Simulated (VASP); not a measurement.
# CeCdB2 (Cmcm) in VASP: single point with r2SCAN

Aim: the single point of CeCdB2 with r2SCAN.

Everything below comes from runs of VASP 6.6.1. Logs are shortened: lines on timing, memory, paths and dates and some standing lists are left out, and cuts for length are marked.

## (1) Starting point

It takes space group Cmcm (No. 63, orthorhombic). Conventional cell: a = 4.104 Å, b = 15.907 Å, c = 3.673 Å, α = 90.00°, β = 90.00°, γ = 90.00°. B (site symmetry m2m) has 1 B at 1.73 Å as nearest neighbours. B (site symmetry m2m) is surrounded by 1 B at 1.73 Å. Ce (site symmetry m2m) is surrounded by 10 B at 2.80 to 2.89 Å. Cd (site symmetry m2m) has 4 B at 2.46 to 2.74 Å and 4 Cd at 2.76 Å as nearest neighbours.

The cell was built by a generator and needn't be a form met in nature.

## (2) Single point, r2SCAN

POSCAR

```
CeCdB2
1.0
    4.1037997738      0.0000001204      0.0000000000
    2.0519001202     -7.9536117756      0.0000000000
    0.0000000000      0.0000000000     -3.6733993851
B Ce Cd
4 2 2
Direct
    0.4671861507      0.0656276986      0.7500000000
    0.5328138493      0.9343723014      0.2500000000
    0.3586586157      0.2826827686      0.7500000000
    0.6413413843      0.7173172314      0.2500000000
    0.0867903718      0.8264192565      0.7500000000
    0.9132096282      0.1735807435      0.2500000000
    0.7445896316      0.5108207369      0.7500000000
    0.2554103684      0.4891792631      0.2500000000
```

INCAR.step1

```
SYSTEM = CeCdB2
PREC = Accurate
ENCUT = 520
ISMEAR = -1
SIGMA = 0.1
LREAL = .FALSE.
LASPH = .TRUE.
NELM = 100
NBANDS = 40
GGA = PE
ALGO = Normal
EDIFF = 1E-4
LWAVE = .TRUE.
LCHARG = .FALSE.
```

INCAR.step2

```
SYSTEM = CeCdB2
PREC = Accurate
ENCUT = 520
EDIFF = 1E-6
ISMEAR = -1
SIGMA = 0.1
LREAL = .FALSE.
LASPH = .TRUE.
NELM = 100
ALGO = Normal
ISIF = 2
LWAVE = .FALSE.
LCHARG = .TRUE.
METAGGA = R2SCAN
LMIXTAU = .TRUE.
LELF = .TRUE.
LVHAR = .TRUE.
NBANDS = 40
ISTART = 1
```

KPOINTS

```
Automatic mesh
0
G
  5 5 5
  0 0 0
```

Potentials or basis: VASP PAW PBE potentials, release 64 (B, Ce, Cd).

The run is started by

```console
> cat potpaw_PBE.64/B/POTCAR potpaw_PBE.64/Ce/POTCAR potpaw_PBE.64/Cd/POTCAR > POTCAR
> cp INCAR.step1 INCAR
> mpirun -np 1 vasp_std > vasp.out
> cp INCAR.step2 INCAR
> mpirun -np 1 vasp_std > vasp.out
```

OUTCAR:

```text
SYSTEM = CeCdB2
   PREC = Accurate
   ENCUT = 520
   EDIFF = 1E-6
   ISMEAR = -1
   LREAL = .FALSE.
   LASPH = .TRUE.
   NELM = 100
   ISIF = 2
   METAGGA = R2SCAN
   ISTART = 1

 ion  position               nearest neighbor table
   1  0.467  0.066  0.750-   3 1.73   2 2.11   2 2.11
   2  0.533  0.934  0.250-   4 1.73   1 2.11   1 2.11
   3  0.359  0.283  0.750-   1 1.73   8 2.46   8 2.46   7 2.74   7 2.74
   4  0.641  0.717  0.250-   2 1.73   7 2.46   7 2.46   8 2.74   8 2.74
   5  0.087  0.826  0.750-   7 3.24   7 3.24   8 3.25   8 3.25
   6  0.913  0.174  0.250-   8 3.24   8 3.24   7 3.25   7 3.25
   7  0.745  0.511  0.750-   4 2.46   4 2.46   3 2.74   3 2.74   8 2.76   8 2.76   8 2.76   8 2.76
                             5 3.24   5 3.24   6 3.25   6 3.25
   8  0.255  0.489  0.250-   3 2.46   3 2.46   4 2.74   4 2.74   7 2.76   7 2.76   7 2.76   7 2.76
                             6 3.24   6 3.24   5 3.25   5 3.25

  LATTYP: Found a base centered orthorhombic cell.
 ALAT       =     4.1037997738
 B/A-ratio  =     3.8762182729
 C/A-ratio  =     0.8951214941

  Lattice vectors:

 A1 = (   2.0518996536,   7.9536118960,   0.0000000000)
 A2 = (   2.0519001202,  -7.9536117756,   0.0000000000)
 A3 = (   0.0000000000,   0.0000000000,  -3.6733993851)

Analysis of symmetry for initial positions (statically):
=====================================================================
 Subroutine PRICEL returns:
 Original cell was already a primitive cell.

 Routine SETGRP: Setting up the symmetry group for a
 base centered orthorhombic supercell.

 Subroutine GETGRP returns: Found  8 space group operations
 (whereof  4 operations were pure point group operations)
 out of a pool of  8 trial point group operations.

The static configuration has the point symmetry C_2h.
 The point group associated with its full space group is D_2h.

Analysis of symmetry for dynamics (positions and initial velocities):
=====================================================================
 Subroutine PRICEL returns:
 Original cell was already a primitive cell.

 Routine SETGRP: Setting up the symmetry group for a
 base centered orthorhombic supercell.

 Subroutine GETGRP returns: Found  8 space group operations
 (whereof  4 operations were pure point group operations)
 out of a pool of  8 trial point group operations.

The dynamic configuration has the point symmetry C_2h.
 The point group associated with its full space group is D_2h.

 Subroutine INISYM returns: Found  8 space group operations
 (whereof  4 operations are pure point group operations),
 and found     1 'primitive' translations

----------------------------------------------------------------------------------------

                                     Primitive cell

  volume of cell :     119.8999

  direct lattice vectors                    reciprocal lattice vectors
     4.103799774  0.000000120  0.000000000     0.243676604  0.062864528  0.000000000
     2.051900120 -7.953611776  0.000000000     0.000000004 -0.125729042  0.000000000
     0.000000000  0.000000000 -3.673399385     0.000000000  0.000000000 -0.272227410

  length of vectors
     4.103799774  8.214026685  3.673399385     0.251654995  0.125729042  0.272227410

  position of ions in fractional coordinates (direct lattice)
     0.467186151  0.065627699  0.750000000
     0.532813849  0.934372301  0.250000000
     0.358658616  0.282682769  0.750000000
     0.641341384  0.717317231  0.250000000
     0.086790372  0.826419257  0.750000000
     0.913209628  0.173580743  0.250000000
     0.744589632  0.510820737  0.750000000
     0.255410368  0.489179263  0.250000000

  ion indices of the primitive-cell ions
   primitive index   ion index
                 1           1
                 2           2
                 3           3
                 4           4
                 5           5
                 6           6
                 7           7
                 8           8

----------------------------------------------------------------------------------------

 KPOINTS: Automatic mesh

Automatic generation of k-mesh.
 Grid dimensions read from file:
 generate k-points for:    5    5    5

 Generating k-lattice:

  Cartesian coordinates                     Fractional coordinates (reciprocal lattice)
     0.048735321  0.012572906  0.000000000     0.200000000  0.000000000  0.000000000
     0.000000001 -0.025145808  0.000000000     0.000000000  0.200000000  0.000000000
     0.000000000  0.000000000 -0.054445482     0.000000000  0.000000000  0.200000000

  Length of vectors
     0.050330999  0.025145808  0.054445482

  Shift w.r.t. Gamma in fractional coordinates (k-lattice)
     0.000000000  0.000000000  0.000000000

 Subroutine IBZKPT returns following result:
 ===========================================

 Found     27 irreducible k-points:

 Following reciprocal coordinates:
            Coordinates               Weight
  0.000000  0.000000  0.000000      1.000000
  0.200000  0.000000  0.000000      4.000000
  0.400000  0.000000  0.000000      4.000000
  0.000000  0.200000  0.000000      2.000000
  0.400000  0.200000  0.000000      2.000000
 -0.400000  0.200000  0.000000      4.000000
[... 16 lines left out ...]
  0.400000  0.200000  0.400000      4.000000
 -0.400000  0.200000  0.400000      8.000000
 [... further k-points ...]
   k-points           NKPTS =     27   k-points in BZ     NKDIM =     27   number of bands    NBANDS=     40
   number of dos      NEDOS =    301   number of ions     NIONS =      8
   total plane-waves  NPLWV =  57344
   dimension x,y,z NGX =    32 NGY =   64 NGZ =   28
   dimension x,y,z NGXF=    64 NGYF=  128 NGZF=   56
   ions per type =               4   2   2
   NGX,Y,Z   is equivalent  to a cutoff of  12.96, 12.95, 12.67 a.u.
   NGXF,Y,Z  is equivalent  to a cutoff of  25.93, 25.91, 25.34 a.u.
 SYSTEM =  CeCdB2
   PREC   = accura    normal or accurate (medium, high low for compatibility)
   ISTART =      1    job   : 0-new  1-cont  2-samecut
   ICHARG =      0    charge: 1-file 2-atom 10-const
   ISPIN  =      1    spin polarized calculation?
   LNONCOLLINEAR =      F non collinear calculations
   LSORBIT =      F    spin-orbit coupling
   LASPH  =      T    aspherical Exc in radial PAW
   ENCUT  =  520.0 eV  38.22 Ry    6.18 a.u.   7.63 15.27  6.83*2*pi/ulx,y,z
   NELM   =    100;   NELMIN=  2; NELMDL=  0     # of ELM steps
   EDIFF  = 0.1E-05   stopping-criterion for ELM
   LREAL  =      F    real-space projection
   EDIFFG = 0.1E-04   stopping-criterion for IOM
   NSW    =      0    number of steps for IOM
   IBRION =     -1    ionic relax: 0-MD 1-quasi-New 2-CG
   NFREE  =      0    steps in history (QN), initial steepest desc. (CG)
   ISIF   =      2    stress and relaxation
   ISYM   =      2    0-nonsym 1-usesym 2-fastsym
   POTIM  = 0.5000    time-step for ionic-motion
   TEBEG  =    0.0;   TEEND  =   0.0 temperature during run
   PSTRESS=    0.0 pullay stress
   NELECT =      60.0000    total number of electrons
   NUPDOWN=      -1.0000    fix difference up-down
   EMIN   =  10.00;   EMAX   =-10.00  energy-range for DOS
   EFERMI =   0.00;   METHOD = LEGACY
   ISMEAR =    -1;   SIGMA  =   0.10  broadening in eV -4-tet -1-fermi 0-gaus
   EFERMI_NEDOS =   21; number of points for ismear=-14 and -15
   IALGO  =     38    algorithm
   IMIX   =      4    mixing-type and parameters
     AMIX     =   0.40;   BMIX     =  1.00
     AMIX_MAG =   1.60;   BMIX_MAG =  1.00
  volume/ion in A,a.u.               =      14.99       101.14
  Fermi-wavevector in a.u.,A,eV,Ry     =   1.299728  2.456129 22.984211  1.689292
  Thomas-Fermi vector in A             =   2.430973
   LORBIT       =      0    0 simple, 1 ext, 2 COOP (PROOUT), +10 PAW based schemes
   METAGGA = R2SCAN    functional components
   LHFCALC =     F    Hartree Fock is set to
   AEXX    =    0.0000 exact exchange contribution
   IVDW    =     0    specifies the selected vdW correction
   LEPSILON=     F    determine dielectric tensor
   LRPA    =     F    only Hartree local field effects (RPA)
 non-spin polarized calculation
  energy-cutoff  :      520.00
  volume of cell :      119.90
 maximum number of plane-waves:      3256
   NGX = 15   NGY = 31   NGZ = 13

 number of electron      60.0000004 magnetization

 Free energy of the ion-electron system (eV)
  ---------------------------------------------------
  ext. energy  EPLUGINS =         0.00000000
  ---------------------------------------------------
  free energy    TOTEN  =      -131.68190654 eV

  energy without entropy =     -131.45604008  energy(sigma->0) =     -131.56897331

 E-fermi :   6.7678     XC(G=0): -12.4455

 val. band max:        6.7650035672   @ k =   0.2000   0.0000   0.0000
 cond. band min:       6.7883330275   @ k =   0.0000   0.0000   0.4000
 fundamental gap:      0.0233294603
 Fermi energy:         6.7677559309

 k-point     1 :       0.0000    0.0000    0.0000
  band No.  band energies     occupation
      1     -29.0084      2.00000
      2     -28.8045      2.00000
      3     -12.0703      2.00000
      4     -11.2967      2.00000
      5     -11.0343      2.00000
      6     -11.0039      2.00000
[... 32 lines left out ...]
     39       7.4696      0.00179
     40       7.4841      0.00155

 k-point     2 :       0.2000    0.0000    0.0000
  band No.  band energies     occupation
      1     -29.0000      2.00000
      2     -28.7975      2.00000
      3     -12.0331      2.00000
      4     -11.5112      2.00000
      5     -11.1647      2.00000
      6     -11.0138      2.00000
[... 935 lines left out ...]
     39       7.4618      0.00193
     40       7.4745      0.00170

 k-point    24 :      -0.4000    0.2000    0.4000
  band No.  band energies     occupation
      1     -28.8553      2.00000
      2     -28.7924      2.00000
      3     -11.9159      2.00000
      4     -11.8627      2.00000
      5     -11.4746      2.00000
      6     -11.3374      2.00000
[... 32 lines left out ...]
     39       7.4778      0.00165
     40       7.5061      0.00124

 [... further k-points ...]

------------------------ aborting loop because EDIFF is reached ----------------------------------------

  FORCE on cell =-STRESS in cart. coord.  units (eV):
  Direction    XX          YY          ZZ          XY          YZ          ZX
  --------------------------------------------------------------------------------------
  -------------------------------------------------------------------------------------
  Total        0.3307220      0.1557999      0.2676500      0.0000000     -0.0000000      0.0000000
  in kB        4.4193153      2.0818964      3.5765075      0.0000001     -0.0000000      0.0000000
  external PRESSURE =       3.3592397 kB  Pullay stress =       0.0000000 kB

 VOLUME and BASIS-vectors are now :
 -----------------------------------------------------------------------------
  energy-cutoff  :      520.00
  volume of cell :      119.90
      direct lattice vectors                 reciprocal lattice vectors
     4.103799774  0.000000120  0.000000000     0.243676604  0.062864528  0.000000000
     2.051900120 -7.953611776  0.000000000     0.000000004 -0.125729042  0.000000000
     0.000000000  0.000000000 -3.673399385     0.000000000  0.000000000 -0.272227410

 POSITION                                       TOTAL-FORCE (eV/Angst)
 -----------------------------------------------------------------------------------
      2.05190     -0.52198     -2.75505        -0.000000      0.007687     -0.000000
      4.10380     -7.43163     -0.91835         0.000000     -0.007687      0.000000
      2.05190     -2.24835     -2.75505        -0.000000      0.017242      0.000000
      4.10380     -5.70526     -0.91835         0.000000     -0.017242      0.000000
      2.05190     -6.57302     -2.75505         0.000000     -0.028441     -0.000000
      4.10380     -1.38059     -0.91835        -0.000000      0.028441      0.000000
      4.10380     -4.06287     -2.75505         0.000000     -0.000595      0.000000
      2.05190     -3.89074     -0.91835        -0.000000      0.000595      0.000000
 -----------------------------------------------------------------------------------
    total drift:                                0.000000     -0.000000      0.000000

  FREE ENERGIE OF THE ION-ELECTRON SYSTEM (eV)
  ---------------------------------------------------
  free  energy   TOTEN  =      -131.6819065380 eV

  energy  without entropy=     -131.4560400832  energy(sigma->0) =     -131.56897331
```

Run time: 5.7 min. Hardware: 1 thread of Intel Xeon Platinum 8488C (Sapphire Rapids), shared host; peak memory 0.33 GiB.

Results:

* Free energy: -131.6819 eV
* Pressure: 0.3 GPa
* Largest force: 0.028 eV/Å
* Band gap on the k mesh: none (metal or under the smearing width)

Forces in eV/Å, atoms in the order of the input:
```
B    0.000  0.008  0.000
B    0.000 -0.008  0.000
B    0.000  0.017  0.000
B    0.000 -0.017  0.000
Ce   0.000 -0.028  0.000
Ce   0.000  0.028  0.000
Cd   0.000 -0.001  0.000
Cd   0.000  0.001  0.000
```

Caveat: the PAW data sets were made with another functional, which shifts forces and pressure a little; without U or exact exchange the open f shell lies at the Fermi level, which spoils levels, moments and volumes. Spin polarisation is off, so any magnetic state and its effect on volume and gap are missing.
